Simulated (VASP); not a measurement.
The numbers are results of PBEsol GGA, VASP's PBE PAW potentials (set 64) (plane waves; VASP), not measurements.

The input files of a VASP run:

INCAR:
```
SYSTEM = SiC
PREC = Accurate; ENCUT = 600; LREAL = F
LASPH = T
EDIFF = 1E-7; NELM = 100; ALGO = Normal
ISMEAR = 0; SIGMA = 0.05
GGA = PS
ISIF = 2
LWAVE = F; LCHARG = F
```

POSCAR:
```
SiC
1
    0.0000000000     2.1364000000     2.1364000000
    2.1364000000     0.0000000000     2.1364000000
    2.1364000000     2.1364000000     0.0000000000
Si C
1 1
Direct
  0.0000000000   0.0000000000   0.0000000000
  0.2500000000   0.2500000000   0.2500000000
```

### KPOINTS
```
Regular mesh
0
G
10 10 10
0 0 0
```

POTCAR, in this order: Si C (PBE.64 set). Program: vasp_std.

The run wrote:

### OSZICAR
```
       N       E                     dE             d eps       ncg     rms          rms(c)
DAV:   1     0.650517505361E+01    0.65052E+01   -0.47154E+03   792   0.980E+02
DAV:   2    -0.174488881965E+02   -0.23954E+02   -0.22342E+02  1088   0.118E+02
DAV:   3    -0.178318583680E+02   -0.38297E+00   -0.38297E+00   880   0.184E+01
DAV:   4    -0.178328026296E+02   -0.94426E-03   -0.94426E-03  1176   0.961E-01
DAV:   5    -0.178328031109E+02   -0.48135E-06   -0.48135E-06   880   0.152E-02    0.939E+00
DAV:   6    -0.159661558072E+02    0.18666E+01   -0.72661E+00   848   0.156E+01    0.423E+00
DAV:   7    -0.158771015608E+02    0.89054E-01   -0.41874E-01  1136   0.445E+00    0.187E+00
DAV:   8    -0.158625269861E+02    0.14575E-01   -0.20462E-02   792   0.124E+00    0.151E-01
DAV:   9    -0.158625213477E+02    0.56384E-05   -0.67703E-04  1224   0.215E-01    0.103E-01
DAV:  10    -0.158625559431E+02   -0.34595E-04   -0.69622E-05   904   0.690E-02    0.216E-02
DAV:  11    -0.158625560696E+02   -0.12646E-06   -0.78244E-06  1048   0.184E-02    0.378E-03
DAV:  12    -0.158625562528E+02   -0.18319E-06   -0.41075E-07   784   0.494E-03    0.721E-04
DAV:  13    -0.158625562780E+02   -0.25221E-07   -0.20667E-08   528   0.120E-03
   1 F= -.15862556E+02 E0= -.15862556E+02  d E =-.275644E-17
```

OUTCAR:
```
------------------------ aborting loop because EDIFF is reached ----------------------------------------
  FORCE on cell =-STRESS in cart. coord.  units (eV):
  Direction    XX          YY          ZZ          XY          YZ          ZX
  --------------------------------------------------------------------------------------
  Total        1.7953045      1.7953045      1.7953045      0.0000000      0.0000000     -0.0000000
  in kB      147.4928586    147.4928586    147.4928586      0.0000000      0.0000000     -0.0000000
  external PRESSURE =     147.4928586 kB  Pullay stress =       0.0000000 kB
  volume of cell :       19.50
      direct lattice vectors                 reciprocal lattice vectors
     0.000000000  2.136400000  2.136400000    -0.234038570  0.234038570  0.234038570
     2.136400000  0.000000000  2.136400000     0.234038570 -0.234038570  0.234038570
     2.136400000  2.136400000  0.000000000     0.234038570  0.234038570 -0.234038570
  FREE ENERGIE OF THE ION-ELECTRON SYSTEM (eV)
  ---------------------------------------------------
  free  energy   TOTEN  =       -15.8625562780 eV

  energy  without entropy=      -15.8625562780  energy(sigma->0) =      -15.86255628
```
(Selected blocks of OUTCAR.)

The compound is SiC in the zinc blende structure. This cell was strained or had an atom moved on purpose.
